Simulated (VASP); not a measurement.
GaAs:

```
Ga As
1.0
     0.00000    2.82685    2.82685
     2.82685    0.00000    2.82685
     2.82685    2.82685    0.00000
Ga As
1 1
Direct
  0.00000 0.00000 0.00000
  0.25000 0.25000 0.25000
```

* Program: VASP 6.6.1
* Task: relaxation of cell and atoms
* Functional: PBE
* Potentials or basis: VASP PAW PBE potentials, release 64 (Ga_d, As)
* Cutoff: 520 eV
* k mesh: 6 × 6 × 6
* Occupations: gaussian, width 0.02 eV
* Spin: no spin polarisation

At the start: pressure 3.4 GPa; volume 22.59 Å³/atom.

How do energy, volume and symmetry change on relaxing?

Over 3 steps the energy falls by 11.9 meV/atom and the volume is 23.76 Å³/atom (+5.2 %); space group F-43m (No. 216, to 0.05 Å).

The path:
```tsv
step	energy change (eV)	largest force (eV/Å)	pressure (GPa)	volume (Å³)
1	0.0000	0.0000	3.45	45.18
2	-0.0206	0.0000	-1.02	48.43
3	-0.0239	0.0000	0.01	47.51
```

Final structure:
```cif
data_structure
_symmetry_space_group_name_H-M 'P 1'
_symmetry_Int_Tables_number 1
_cell_length_a 4.0655
_cell_length_b 4.0655
_cell_length_c 4.0655
_cell_angle_alpha 60.000
_cell_angle_beta 60.000
_cell_angle_gamma 60.000
_cell_volume 47.51
loop_
_atom_site_label
_atom_site_type_symbol
_atom_site_fract_x
_atom_site_fract_y
_atom_site_fract_z
_atom_site_occupancy
Ga1 Ga 0.00000 0.00000 0.00000 1
As1 As 0.25000 0.25000 0.25000 1
```
